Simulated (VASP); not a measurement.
Consider the following.

```yaml
crystal:
  lattice:
    - [2.05899, -3.56628, 0.00000]
    - [2.05899, 3.56628, 0.00000]
    - [0.00000, 0.00000, 6.71534]
  atoms:
    - { symbol: Cd, position: [0.66667, 0.33333, 0.50007] }
    - { symbol: Cd, position: [0.33333, 0.66667, 0.00007] }
    - { symbol: Se, position: [0.66667, 0.33333, 0.87593] }
    - { symbol: Se, position: [0.33333, 0.66667, 0.37593] }
```

Computed with PBEsol GGA, VASP's PBE PAW potentials (set 64) (plane waves; VASP). Numerical set-up: 500 eV cut-off, 6×6×4 Γ-centred mesh, Gaussian smearing of 0.050 eV, potentials Cd Se.

### Question
What does the run give for the energy per atom (σ→0), pressure, band gap (on the k-mesh) with the smallest direct gap where there is one?

### Answer

```yaml
band gap (on the k-mesh): 0.82 eV
smallest direct gap (on the k-mesh): 0.82 eV
energy per atom (σ→0): -2.987 eV/atom
pressure: 9.92 GPa
```

The compound is CdSe in the wurtzite structure. It was relaxed first under an external pressure of 10 GPa.
